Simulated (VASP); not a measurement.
Data:

```
Sn
1.0
   -2.97961     2.97961     1.61942
    2.97961    -2.97961     1.61942
    2.97961     2.97961    -1.61942
Sn
2
Direct
  0.25000   0.75000   0.50000
  0.00000   0.00000   0.00000
```

Computed with PBE GGA with D4 dispersion, VASP's PBE PAW potentials (set 64) (plane waves; VASP 6.6.1). Settings: 520 eV cut-off, 13×13×13 Γ-centred mesh, first-order Methfessel-Paxton smearing of 0.10 eV, potentials Sn_d.

Q: Give the stress tensor in GPa (positive for a compressed cell).

A: 
```
-2.83   0.00   0.00
 0.00  -2.83   0.00
 0.00   0.00  -2.76
```
The pressure is its mean diagonal, -2.80 GPa.

The compound is Sn in the beta structure. This cell is one point of a volume scan, at 1.06 of the reference volume.
